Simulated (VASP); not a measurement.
Here is a VASP 6.6.1 calculation.

File INCAR:

```
PREC = Accurate
ENCUT = 600
EDIFF = 1E-6
ISMEAR = -1
SIGMA = 0.05
LREAL = False
LASPH = True
NELM = 80
ALGO = Fast
ISIF = 3
LWAVE = False
LCHARG = False
GGA = PE
IBRION = 2
NSW = 60
EDIFFG = -0.02
```

Contents of KPOINTS:

```
Automatic mesh
0
Gamma
  8 8 3
```

Contents of POSCAR:

```
CsLi2
1.0
    3.9663300000      0.0000000000      0.0000000000
   -1.9831700000      3.4349500000      0.0000000000
    0.0000000000      0.0000000000     10.0283800000
Cs Li
1 2
Direct
    0.0000000000      0.0000000000      0.0000000000
    0.3333300000      0.6666700000      0.3486300000
    0.3333300000      0.6666700000      0.6513700000
```

Potentials or basis: VASP PAW PBE potentials, release 64 (Cs_sv, Li).

Run with:

```console
$ cat potpaw_PBE.64/Cs_sv/POTCAR potpaw_PBE.64/Li/POTCAR > POTCAR
$ mpirun -np 1 vasp_std > vasp.out
```

Problem. Estimate the relaxed volume.

Solution. 45.46 Å³/atom.

Problem. What does it give for the space group after relaxing (to 0.05 Å)?

Solution. P-6m2 (No. 187).

Problem. Estimate the relaxed cell.

Solution. a = 3.976 Å, b = 3.976 Å, c = 9.963 Å, α = 90.00°, β = 90.00°, γ = 120.00°.

Problem. Predict the band gap on the k mesh.

Solution. None (metal or under the smearing width).

Step by step:
| step | energy change (eV) | largest force (eV/Å) | pressure (GPa) | volume (Å³) |
| --- | --- | --- | --- | --- |
| 1 | 0.0000 | 0.0173 | 0.13 | 136.63 |
| 2 | -0.0143 | 0.0082 | -0.04 | 137.38 |
| 3 | -0.0143 | 0.0081 | -0.05 | 137.37 |
| 4 | -0.0147 | 0.0080 | -0.03 | 137.08 |
| 5 | -0.0150 | 0.0078 | -0.02 | 136.85 |
| 6 | -0.0151 | 0.0078 | -0.02 | 136.74 |
| 7 | -0.0151 | 0.0077 | -0.02 | 136.68 |
| 8 | -0.0151 | 0.0076 | -0.02 | 136.66 |
| 9 | -0.0152 | 0.0076 | -0.02 | 136.64 |
| 10 | -0.0152 | 0.0076 | -0.02 | 136.64 |
| 11 | -0.0152 | 0.0076 | -0.02 | 136.63 |
| 12 | -0.0152 | 0.0076 | -0.02 | 136.63 |
| 13 | -0.0152 | 0.0077 | -0.01 | 136.63 |
| 14 | -0.0152 | 0.0077 | -0.01 | 136.63 |
| 15 | -0.0152 | 0.0077 | -0.01 | 136.63 |
| 16 | -0.0152 | 0.0077 | -0.01 | 136.63 |
| 17 | -0.0152 | 0.0077 | -0.01 | 136.63 |
| 18 | -0.0152 | 0.0077 | -0.01 | 136.63 |
| 19 | -0.0152 | 0.0077 | -0.01 | 136.63 |
| 20 | -0.0154 | 0.0074 | -0.01 | 136.57 |
| 21 | -0.0158 | 0.0063 | 0.01 | 136.38 |

The run has no spin-orbit coupling, so splittings on Cs are missing.
